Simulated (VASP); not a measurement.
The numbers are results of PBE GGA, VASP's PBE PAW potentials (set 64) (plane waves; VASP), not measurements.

The input files of a VASP run:

File KPOINTS:
```
Automatic mesh
0
Gamma
11 11 11
0 0 0
```

File POSCAR:
```
SnO
1.0
  3.1327214397   0.0000000000   0.0000000000
  0.0000000000   3.1327214397   0.0000000000
  0.0000000000   0.0000000000   3.1327214397
Sn O
1 1
Direct
  0.0000000000   0.0000000000   0.0000000000
  0.5000000000   0.5000000000   0.5000000000
```

### INCAR
```
# general
SYSTEM  = SnO
PREC    = Accurate
ENCUT   = 520
LREAL   = F
LASPH   = T

# electronic loop
EDIFF   = 1E-6
NELM    = 100
ALGO    = Normal
LMAXMIX = 4

# smearing
ISMEAR  = 1
SIGMA   = 0.1

# functional
GGA     = PE

# ions
IBRION  = 2
NSW     = 60
ISIF    = 3
EDIFFG  = -0.01

# output
LWAVE   = F
LCHARG  = F
```

POTCAR, in this order: Sn_d O (PBE.64 set). Program: vasp_std.

Task: What does the run give for the energy per atom (σ→0), volume per atom?

Result: 
| Quantity | Value |
|---|---|
| energy per atom (σ→0) | -4.921 eV/atom |
| volume per atom | 15.36 Å³/atom |

**OSZICAR**
```
...
       N       E                     dE             d eps       ncg     rms          rms(c)
DAV:   1    -0.984306431473E+01   -0.17734E-03   -0.34900E-03  1886   0.105E+00    0.846E-02
DAV:   2    -0.984293258629E+01    0.13173E-03   -0.54997E-04  1676   0.278E-01    0.317E-02
DAV:   3    -0.984290637895E+01    0.26207E-04   -0.95715E-05  2242   0.137E-01    0.172E-02
DAV:   4    -0.984289809992E+01    0.82790E-05   -0.24600E-05  2104   0.807E-02    0.230E-03
DAV:   5    -0.984289697750E+01    0.11224E-05   -0.10017E-06   886   0.141E-02    0.955E-04
DAV:   6    -0.984289659879E+01    0.37871E-06   -0.17625E-07   808   0.577E-03
   3 F= -.98428966E+01 E0= -.98429330E+01  d E =-.782673E-05
```

The structure was generated: SnO was put into the CsCl type type (Pm-3m), which need not be its known phase. This run relaxes it. Symmetry was kept, so distortions that lower it aren't found. The start is the result of an earlier pass.
